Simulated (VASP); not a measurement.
Output of a VASP run:

**OSZICAR**
```
       N       E                     dE             d eps       ncg     rms          rms(c)
DAV:   1     0.447312770184E+02    0.44731E+02   -0.29022E+03   320   0.660E+02
DAV:   2     0.166407413348E+01   -0.43067E+02   -0.42546E+02   360   0.132E+02
DAV:   3    -0.823991037613E+00   -0.24881E+01   -0.24879E+01   400   0.370E+01
DAV:   4    -0.928646014373E+00   -0.10465E+00   -0.10467E+00   544   0.622E+00
DAV:   5    -0.930013604919E+00   -0.13676E-02   -0.13676E-02   464   0.419E-01    0.868E-01
DAV:   6    -0.928632522808E+00    0.13811E-02   -0.24136E-03   520   0.313E-01    0.529E-01
DAV:   7    -0.927963408951E+00    0.66911E-03   -0.44345E-03   448   0.425E-01    0.561E-02
DAV:   8    -0.927989003387E+00   -0.25594E-04   -0.17506E-04   464   0.123E-01    0.263E-02
DAV:   9    -0.927997412987E+00   -0.84096E-05   -0.10628E-05   496   0.318E-02    0.704E-03
DAV:  10    -0.927996496300E+00    0.91669E-06   -0.65889E-06   440   0.169E-02
   1 F= -.92799650E+00 E0= -.92830637E+00  d E =-.927996E+00
       N       E                     dE             d eps       ncg     rms          rms(c)
DAV:   1    -0.932558478938E+00   -0.45611E-02   -0.98160E-02   320   0.233E+00    0.295E-01
DAV:   2    -0.929385764494E+00    0.31727E-02   -0.72277E-03   320   0.729E-01    0.143E-01
DAV:   3    -0.928427199004E+00    0.95857E-03   -0.51598E-03   480   0.447E-01    0.304E-02
DAV:   4    -0.928444599595E+00   -0.17401E-04   -0.57859E-05   384   0.791E-02    0.172E-02
DAV:   5    -0.928472047370E+00   -0.27448E-04   -0.26777E-05   520   0.572E-02    0.970E-03
DAV:   6    -0.928472329281E+00   -0.28191E-06   -0.14402E-06   280   0.119E-02
   2 F= -.92847233E+00 E0= -.92877921E+00  d E =-.475833E-03
       N       E                     dE             d eps       ncg     rms          rms(c)
DAV:   1    -0.966928582281E+00   -0.38457E-01   -0.89941E-01   320   0.707E+00    0.896E-01
DAV:   2    -0.937546587873E+00    0.29382E-01   -0.66095E-02   320   0.220E+00    0.429E-01
DAV:   3    -0.928955347417E+00    0.85912E-02   -0.46722E-02   480   0.134E+00    0.897E-02
DAV:   4    -0.929104803418E+00   -0.14946E-03   -0.50786E-04   360   0.238E-01    0.514E-02
DAV:   5    -0.929326567201E+00   -0.22176E-03   -0.25399E-04   520   0.175E-01    0.293E-02
DAV:   6    -0.929322886858E+00    0.36803E-05   -0.20123E-05   552   0.437E-02    0.106E-02
DAV:   7    -0.929326459719E+00   -0.35729E-05   -0.94529E-06   584   0.346E-02    0.801E-04
DAV:   8    -0.929326551093E+00   -0.91375E-07   -0.74190E-08   160   0.229E-03
   3 F= -.92932655E+00 E0= -.92962435E+00  d E =-.133005E-02
       N       E                     dE             d eps       ncg     rms          rms(c)
DAV:   1    -0.936161303547E+00   -0.68348E-02   -0.16162E-01   320   0.300E+00    0.379E-01
DAV:   2    -0.930915361622E+00    0.52459E-02   -0.11950E-02   320   0.936E-01    0.183E-01
DAV:   3    -0.929347410103E+00    0.15680E-02   -0.84989E-03   480   0.574E-01    0.391E-02
DAV:   4    -0.929375496227E+00   -0.28086E-04   -0.95918E-05   352   0.102E-01    0.222E-02
DAV:   5    -0.929419421517E+00   -0.43925E-04   -0.46165E-05   536   0.753E-02    0.125E-02
DAV:   6    -0.929419435335E+00   -0.13818E-07   -0.24041E-06   312   0.152E-02
   4 F= -.92941944E+00 E0= -.92971369E+00  d E =-.142294E-02
```

OUTCAR:
```
------------------------ aborting loop because EDIFF is reached ----------------------------------------
  FORCE on cell =-STRESS in cart. coord.  units (eV):
  Direction    XX          YY          ZZ          XY          YZ          ZX
  --------------------------------------------------------------------------------------
  Total       -0.0027573     -0.0027573     -0.0027573      0.0000000     -0.0000000      0.0000000
  in kB       -0.0472668     -0.0472668     -0.0472668      0.0000000     -0.0000000      0.0000000
  external PRESSURE =      -0.0472668 kB  Pullay stress =       0.0000000 kB
  volume of cell :       93.46
      direct lattice vectors                 reciprocal lattice vectors
     4.538142392  0.000000000  0.000000000     0.220354478 -0.000000000 -0.000000000
     0.000000000  4.538142392  0.000000000    -0.000000000  0.220354478  0.000000000
     0.000000000 -0.000000000  4.538142392    -0.000000000 -0.000000000  0.220354478
 POSITION                                       TOTAL-FORCE (eV/Angst)
 -----------------------------------------------------------------------------------
      0.00000      0.00000      0.00000        -0.000000      0.000000      0.000000
 -----------------------------------------------------------------------------------
    total drift:                               -0.000000     -0.000000     -0.000000
  FREE ENERGIE OF THE ION-ELECTRON SYSTEM (eV)
  ---------------------------------------------------
  free  energy   TOTEN  =        -0.9294194353 eV

  energy  without entropy=       -0.9303021966  energy(sigma->0) =       -0.92971369

 reached required accuracy - stopping structural energy minimisation
```
(Selected blocks of OUTCAR.)

File POSCAR:
```
Rb
1
    4.6075970000     0.0000000000     0.0000000000
    0.0000000000     4.6075970000     0.0000000000
    0.0000000000     0.0000000000     4.6075970000
Rb
1
Direct
  0.0000000000   0.0000000000   0.0000000000
```

Q: Reconstruct the remaining input files.

A: This is not unique; one that fits is the input of the run itself, PBEsol GGA, plane waves, VASP's PBE PAW potentials (set 64).

### KPOINTS
```
K-points
0
Gamma
  7 7 7
```

INCAR:
```
ISIF = 3   # ions, shape and volume
ENCUT = 400
ISMEAR = 1   # Methfessel-Paxton
EDIFF = 1E-6   # SCF stop (eV)
SIGMA = 0.1
SYSTEM = Rb
LREAL = F   # projection in real space or not
LWAVE = F
GGA = PS   # PBEsol
LASPH = T   # aspherical one-centre terms
EDIFFG = -0.01   # ionic stop
NSW = 60
NELM = 100
LCHARG = F
PREC = Accurate
ALGO = Normal   # blocked Davidson
IBRION = 2
LMAXMIX = 4   # l cut-off of mixed one-centre charges
```

POTCAR, in this order: Rb_sv (PBE.64 set). Program: vasp_std.

Energy and stress use the plane-wave basis of the starting cell.

The structure was generated: Rb was put into the simple-cubic type (Pm-3m), which need not be its known phase. This run relaxes it. Symmetry was kept, so distortions that lower it aren't found.
